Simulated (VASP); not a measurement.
Method: PBEsol GGA, VASP's PBE PAW potentials (set 64) (plane waves; VASP 6.6.1).

VASP input:

KPOINTS:
```
Automatic mesh
0
Gamma
8 8 8
0 0 0
```

### POSCAR
```
MgS
1.0
  0.0000000000   2.5890714753   2.5890714753
  2.5890714753   0.0000000000   2.5890714753
  2.5890714753   2.5890714753   0.0000000000
Mg S
1 1
Cart
  0.0000000000   0.0000000000   0.0000000000
  2.5890714753   2.5890714753   2.5890714753
```

**INCAR**
```
ALGO = Normal
EDIFF = 1E-7
ENCUT = 530
GGA = PS
IBRION = 6
ISIF = 3
ISMEAR = 0
LASPH = T
LCHARG = F
LREAL = F
LWAVE = F
NELM = 100
NFREE = 2
NSW = 1
POTIM = 0.015
PREC = Accurate
SIGMA = 0.05
SYSTEM = MgS
```

POTCAR, in this order: Mg S (PBE.64 set). Program: vasp_std.

The run wrote:

OUTCAR:
```
 ion  position               nearest neighbor table
   1  0.000  0.000  0.000-   2 2.59   2 2.59   2 2.59   2 2.59   2 2.59   2 2.59
   2  0.500  0.500  0.500-   1 2.59   1 2.59   1 2.59   1 2.59   1 2.59   1 2.59
  LATTYP: Found a face centered cubic cell.
 ALAT       =     5.1781429506
 Subroutine PRICEL returns:
 Original cell was already a primitive cell.
 Subroutine GETGRP returns: Found 48 space group operations
The static configuration has the point symmetry O_h .
The dynamic configuration has the point symmetry O_h .
 Subroutine INISYM returns: Found 48 space group operations
 Subroutine IBZKPT returns following result:
 Found     29 irreducible k-points:

 Following reciprocal coordinates:
            Coordinates               Weight
  0.000000  0.000000  0.000000      1.000000
  0.125000  0.000000  0.000000      8.000000
  0.250000  0.000000  0.000000      8.000000
  0.375000  0.000000  0.000000      8.000000
  0.500000  0.000000  0.000000      4.000000
  0.125000  0.125000  0.000000      6.000000
  0.250000  0.125000  0.000000     24.000000
  0.375000  0.125000  0.000000     24.000000
  0.500000  0.125000  0.000000     24.000000
...
```

File OSZICAR:
```
...
DAV:   6    -0.907381555605E+01    0.26376E-06   -0.51729E-06  2520   0.197E-02    0.108E-02
DAV:   7    -0.907381518539E+01    0.37067E-06   -0.53315E-07  3392   0.555E-03    0.962E-04
DAV:   8    -0.907381515586E+01    0.29525E-07   -0.37279E-08  1344   0.153E-03
   8 F= -.90738152E+01 E0= -.90738152E+01  d E =-.472018E-16
       N       E                     dE             d eps       ncg     rms          rms(c)
DAV:   1    -0.908220530683E+01   -0.83901E-02   -0.30142E-01  2528   0.349E+00    0.393E-01
DAV:   2    -0.907667052295E+01    0.55348E-02   -0.90768E-03  3232   0.761E-01    0.226E-01
DAV:   3    -0.907380768031E+01    0.28628E-02   -0.85996E-03  3480   0.618E-01    0.442E-02
DAV:   4    -0.907382449962E+01   -0.16819E-04   -0.31809E-04  2576   0.152E-01    0.341E-02
DAV:   5    -0.907381825789E+01    0.62417E-05   -0.44431E-06  3688   0.176E-02    0.187E-02
DAV:   6    -0.907381547316E+01    0.27847E-05   -0.13351E-05  2904   0.260E-02    0.147E-02
DAV:   7    -0.907381520262E+01    0.27055E-06   -0.10141E-06  2560   0.825E-03    0.236E-03
DAV:   8    -0.907381521211E+01   -0.94932E-08   -0.13590E-07  1552   0.276E-03
   9 F= -.90738152E+01 E0= -.90738152E+01  d E =-.478638E-16
       N       E                     dE             d eps       ncg     rms          rms(c)
DAV:   1    -0.907581151900E+01   -0.19963E-02   -0.26694E-01  2816   0.328E+00    0.250E-01
DAV:   2    -0.907421641567E+01    0.15951E-02   -0.59620E-03  3272   0.629E-01    0.153E-01
DAV:   3    -0.907364531901E+01    0.57110E-03   -0.43772E-03  3384   0.445E-01    0.307E-02
DAV:   4    -0.907367498526E+01   -0.29666E-04   -0.17671E-04  2816   0.116E-01    0.222E-02
DAV:   5    -0.907378824116E+01   -0.11326E-03   -0.31528E-05  3544   0.387E-02    0.526E-03
DAV:   6    -0.907381487450E+01   -0.26633E-04   -0.48142E-06  3248   0.163E-02    0.396E-03
DAV:   7    -0.907381452222E+01    0.35228E-06   -0.19385E-07  2376   0.379E-03    0.214E-03
DAV:   8    -0.907381518772E+01   -0.66550E-06   -0.32859E-08  1400   0.143E-03    0.301E-04
DAV:   9    -0.907381518824E+01   -0.52796E-09   -0.82983E-09  1448   0.793E-04
  10 F= -.90738152E+01 E0= -.90738152E+01  d E =-.473425E-16
       N       E                     dE             d eps       ncg     rms          rms(c)
DAV:   1    -0.908228907991E+01   -0.84739E-02   -0.30538E-01  2920   0.356E+00    0.396E-01
DAV:   2    -0.907666575081E+01    0.56233E-02   -0.83481E-03  3200   0.735E-01    0.227E-01
DAV:   3    -0.907380362145E+01    0.28621E-02   -0.84581E-03  3320   0.614E-01    0.429E-02
DAV:   4    -0.907382136030E+01   -0.17739E-04   -0.32347E-04  2768   0.152E-01    0.307E-02
DAV:   5    -0.907381594077E+01    0.54195E-05   -0.54604E-06  3640   0.191E-02    0.116E-02
DAV:   6    -0.907381520219E+01    0.73858E-06   -0.28753E-06  2872   0.128E-02    0.647E-03
DAV:   7    -0.907381518986E+01    0.12326E-07   -0.22440E-07  2296   0.393E-03
  11 F= -.90738152E+01 E0= -.90738152E+01  d E =-.468609E-16
       N       E                     dE             d eps       ncg     rms          rms(c)
DAV:   1    -0.907838110970E+01   -0.45659E-02   -0.23906E-01  2944   0.310E+00    0.251E-01
DAV:   2    -0.907583958737E+01    0.25415E-02   -0.49729E-03  3064   0.586E-01    0.153E-01
DAV:   3    -0.907388038798E+01    0.19592E-02   -0.43034E-03  3216   0.450E-01    0.301E-02
DAV:   4    -0.907386969785E+01    0.10690E-04   -0.19105E-04  2896   0.121E-01    0.206E-02
DAV:   5    -0.907381964468E+01    0.50053E-04   -0.37552E-05  3640   0.415E-02    0.269E-03
DAV:   6    -0.907381543297E+01    0.42117E-05   -0.23522E-06  3104   0.122E-02    0.285E-03
DAV:   7    -0.907381520822E+01    0.22474E-06   -0.10506E-07  1896   0.264E-03    0.730E-04
DAV:   8    -0.907381514784E+01    0.60387E-07   -0.93654E-09  1384   0.855E-04
  12 F= -.90738151E+01 E0= -.90738151E+01  d E =-.472994E-16
       N       E                     dE             d eps       ncg     rms          rms(c)
DAV:   1    -0.908231775527E+01   -0.85025E-02   -0.30336E-01  3072   0.355E+00    0.394E-01
DAV:   2    -0.907666965601E+01    0.56481E-02   -0.80204E-03  3408   0.719E-01    0.226E-01
DAV:   3    -0.907380563881E+01    0.28640E-02   -0.85434E-03  3336   0.617E-01    0.438E-02
DAV:   4    -0.907382375583E+01   -0.18117E-04   -0.32943E-04  2832   0.153E-01    0.334E-02
DAV:   5    -0.907381795999E+01    0.57958E-05   -0.40182E-06  3656   0.168E-02    0.179E-02
DAV:   6    -0.907381520478E+01    0.27552E-05   -0.99104E-06  2992   0.225E-02    0.130E-02
DAV:   7    -0.907381519448E+01    0.10303E-07   -0.56046E-07  2656   0.645E-03
  13 F= -.90738152E+01 E0= -.90738152E+01  d E =-.462593E-16
       N       E                     dE             d eps       ncg     rms          rms(c)
DAV:   1    -0.907682684615E+01   -0.30116E-02   -0.12533E-01  1296   0.248E+00    0.174E-01
DAV:   2    -0.907574811744E+01    0.10787E-02   -0.21911E-03  1272   0.396E-01    0.103E-01
DAV:   3    -0.907480354407E+01    0.94457E-03   -0.19468E-03  1376   0.299E-01    0.149E-02
DAV:   4    -0.907479789586E+01    0.56482E-05   -0.13516E-04  1288   0.927E-02    0.111E-02
DAV:   5    -0.907479863750E+01   -0.74164E-06   -0.51132E-06  1456   0.166E-02    0.328E-03
DAV:   6    -0.907479906078E+01   -0.42328E-06   -0.33508E-07  1064   0.488E-03    0.208E-03
DAV:   7    -0.907479916164E+01   -0.10086E-06   -0.10926E-08   640   0.955E-04    0.810E-04
DAV:   8    -0.907479916078E+01    0.85953E-09   -0.64192E-09   568   0.584E-04
  14 F= -.90747992E+01 E0= -.90747992E+01  d E =-.119928E-13
       N       E                     dE             d eps       ncg     rms          rms(c)
DAV:   1    -0.907482525418E+01   -0.26093E-04   -0.29313E-02   944   0.140E+00    0.127E-01
DAV:   2    -0.907480925861E+01    0.15996E-04   -0.59156E-04  1600   0.210E-01    0.330E-02
DAV:   3    -0.907479583800E+01    0.13421E-04   -0.76572E-05  1128   0.566E-02    0.151E-02
DAV:   4    -0.907479833306E+01   -0.24951E-05   -0.13869E-05  1336   0.279E-02    0.682E-03
DAV:   5    -0.907479913146E+01   -0.79841E-06   -0.10537E-06  1176   0.784E-03    0.238E-03
DAV:   6    -0.907479915669E+01   -0.25224E-07   -0.13744E-07   752   0.288E-03
  15 F= -.90747992E+01 E0= -.90747992E+01  d E =-.119926E-13
       N       E                     dE             d eps       ncg     rms          rms(c)
DAV:   1    -0.907397036818E+01    0.82876E-03   -0.26658E-01   944   0.326E+00    0.162E-01
DAV:   2    -0.907483637764E+01   -0.86601E-03   -0.91063E-03  1184   0.879E-01    0.628E-02
DAV:   3    -0.907480770699E+01    0.28671E-04   -0.72957E-05  1408   0.689E-02    0.426E-02
DAV:   4    -0.907479936296E+01    0.83440E-05   -0.98075E-05  1312   0.628E-02    0.148E-02
DAV:   5    -0.907480201774E+01   -0.26548E-05   -0.33351E-05  1216   0.404E-02    0.149E-02
DAV:   6    -0.907479932389E+01    0.26938E-05   -0.12267E-05  1136   0.236E-02    0.390E-03
DAV:   7    -0.907479939188E+01   -0.67992E-07   -0.71379E-07  1160   0.743E-03
  16 F= -.90747994E+01 E0= -.90747994E+01  d E =-.119919E-13
       N       E                     dE             d eps       ncg     rms          rms(c)
DAV:   1    -0.907261410961E+01    0.21852E-02   -0.89548E-01   944   0.576E+00    0.309E-01
DAV:   2    -0.907505499753E+01   -0.24409E-02   -0.27998E-02  1184   0.151E+00    0.103E-01
DAV:   3    -0.907484770082E+01    0.20730E-03   -0.45373E-04  1304   0.155E-01    0.554E-02
DAV:   4    -0.907480037479E+01    0.47326E-04   -0.35452E-04  1288   0.119E-01    0.244E-02
DAV:   5    -0.907480408731E+01   -0.37125E-05   -0.86374E-05  1168   0.672E-02    0.222E-02
DAV:   6    -0.907479926536E+01    0.48219E-05   -0.24583E-05  1120   0.339E-02    0.755E-03
DAV:   7    -0.907479941944E+01   -0.15408E-06   -0.15326E-06  1152   0.109E-02    0.356E-03
DAV:   8    -0.907479938947E+01    0.29969E-07   -0.10138E-07   608   0.220E-03
  17 F= -.90747994E+01 E0= -.90747994E+01  d E =-.119973E-13
```

### OUTCAR
```
------------------------ aborting loop because EDIFF is reached ----------------------------------------
  FORCE on cell =-STRESS in cart. coord.  units (eV):
  Direction    XX          YY          ZZ          XY          YZ          ZX
  --------------------------------------------------------------------------------------
  Total        0.0022311     -0.0040475     -0.0040475     -0.0000000      0.0000000      0.0000000
  in kB        0.1029818     -0.1868271     -0.1868271     -0.0000000      0.0000000      0.0000000
  external PRESSURE =      -0.0902241 kB  Pullay stress =       0.0000000 kB
  volume of cell :       34.71
      direct lattice vectors                 reciprocal lattice vectors
     0.000000000  2.589071475  2.589071475    -0.193119427  0.193119427  0.193119427
     2.589071475  0.000000000  2.589071475     0.193119427 -0.193119427  0.193119427
     2.589071475  2.589071475  0.000000000     0.193119427  0.193119427 -0.193119427
 POSITION                                       TOTAL-FORCE (eV/Angst)
 -----------------------------------------------------------------------------------
      0.00000      0.00000      0.00000        -0.045653      0.000000      0.000000
      2.57407      2.58907      2.58907         0.045653      0.000000      0.000000
 -----------------------------------------------------------------------------------
    total drift:                                0.000060     -0.000000     -0.000000
  FREE ENERGIE OF THE ION-ELECTRON SYSTEM (eV)
  ---------------------------------------------------
  free  energy   TOTEN  =        -9.0747993895 eV

  energy  without entropy=       -9.0747993895  energy(sigma->0) =       -9.07479939

   1 f  =    7.331045 THz    46.062316 2PiTHz  244.537351 cm-1    30.318754 meV
             X         Y         Z           dx          dy          dz
      0.000000  0.000000  0.000000     0.000000    0.754226    0.000000
      2.589071  2.589071  2.589071     0.000000   -0.656615    0.000000

   2 f  =    7.331045 THz    46.062316 2PiTHz  244.537351 cm-1    30.318754 meV
             X         Y         Z           dx          dy          dz
      0.000000  0.000000  0.000000     0.754226    0.000000    0.000000
      2.589071  2.589071  2.589071    -0.656615    0.000000    0.000000

   3 f  =    7.331045 THz    46.062316 2PiTHz  244.537351 cm-1    30.318754 meV
             X         Y         Z           dx          dy          dz
      0.000000  0.000000  0.000000     0.000000    0.000000    0.754226
      2.589071  2.589071  2.589071     0.000000    0.000000   -0.656615

   4 f/i=    0.000139 THz     0.000873 2PiTHz    0.004632 cm-1     0.000574 meV
             X         Y         Z           dx          dy          dz
      0.000000  0.000000  0.000000    -0.656615    0.000000    0.000000
      2.589071  2.589071  2.589071    -0.754226    0.000000    0.000000

   5 f/i=    0.000139 THz     0.000873 2PiTHz    0.004632 cm-1     0.000574 meV
             X         Y         Z           dx          dy          dz
      0.000000  0.000000  0.000000     0.000000   -0.656615    0.000000
      2.589071  2.589071  2.589071     0.000000   -0.754226    0.000000

   6 f/i=    0.000139 THz     0.000873 2PiTHz    0.004632 cm-1     0.000574 meV
             X         Y         Z           dx          dy          dz
      0.000000  0.000000  0.000000     0.000000    0.000000   -0.656615
      2.589071  2.589071  2.589071     0.000000    0.000000   -0.754226

 ELASTIC MODULI CONTR FROM IONIC RELAXATION (kBar)
 Direction    XX          YY          ZZ          XY          YZ          ZX
 --------------------------------------------------------------------------------
 XX           0.0000      0.0000      0.0000      0.0000      0.0000      0.0000
 YY           0.0000      0.0000      0.0000      0.0000      0.0000      0.0000
 ZZ           0.0000      0.0000      0.0000      0.0000      0.0000      0.0000
 XY           0.0000      0.0000      0.0000      0.0000      0.0000      0.0000
 YZ           0.0000      0.0000      0.0000      0.0000      0.0000      0.0000
 ZX           0.0000      0.0000      0.0000      0.0000      0.0000      0.0000
 --------------------------------------------------------------------------------

 TOTAL ELASTIC MODULI (kBar)
 Direction    XX          YY          ZZ          XY          YZ          ZX
 --------------------------------------------------------------------------------
 XX        1547.5902    414.9787    414.9787     -0.0000      0.0000     -0.0000
 YY         414.9787   1547.5902    414.9787     -0.0000      0.0000     -0.0000
 ZZ         414.9787    414.9787   1547.5902      0.0000      0.0000     -0.0000
 XY          -0.0000     -0.0000      0.0000    544.3908      0.0000      0.0000
 YZ           0.0000      0.0000      0.0000      0.0000    544.3908      0.0000
 ZX          -0.0000     -0.0000     -0.0000      0.0000      0.0000    544.3908
 --------------------------------------------------------------------------------
```
(Selected blocks of OUTCAR.)

The compound is MgS in the rock salt structure. It was relaxed first.
